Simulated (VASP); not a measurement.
Given:

```
Ag
1.0
    0.00000     3.01113     3.01113
    3.01113     0.00000     3.01113
    3.01113     3.01113     0.00000
Ag
2
Direct
  0.75000   0.75000   0.75000
  0.50000   0.50000   0.50000
```

Level of theory: PBEsol GGA, VASP's PBE PAW potentials (set 64) (plane waves; VASP). Run with 400 eV cut-off, Gaussian smearing of 0.050 eV, potentials Ag.

Task: Give the energies of bands 1 to 14 at the high-symmetry points, in eV from the Fermi level.

Result: 
```tsv
band	Γ	X	U	L	W
1	-5.08	-4.83	-5.07	-4.77	-5.04
2	-4.69	-4.83	-4.83	-4.77	-5.04
3	-4.69	-4.77	-4.72	-4.67	-4.37
4	-4.68	-4.77	-4.30	-4.48	-4.37
5	-4.68	-3.63	-3.93	-4.48	-3.89
6	-4.68	-3.63	-3.78	-4.22	-3.89
7	-3.24	-3.55	-3.63	-3.09	-3.60
8	-3.24	-3.55	-3.48	-3.09	-3.60
9	-3.24	-2.50	-2.45	-2.62	-2.34
10	-2.55	-2.50	-2.33	-2.62	-2.34
11	-2.55	0.18	0.09	-0.79	0.55
12	9.11	0.18	0.62	-0.78	0.55
13	9.11	3.56	1.72	6.51	2.32
14	9.11	3.56	4.35	6.51	2.32
```

It has no gap at this level: it comes out as a metal or semimetal.

The structure was generated: Ag was put into the diamond type (Fd-3m), which need not be its known phase. It was relaxed first, which changed the volume by +14 %.
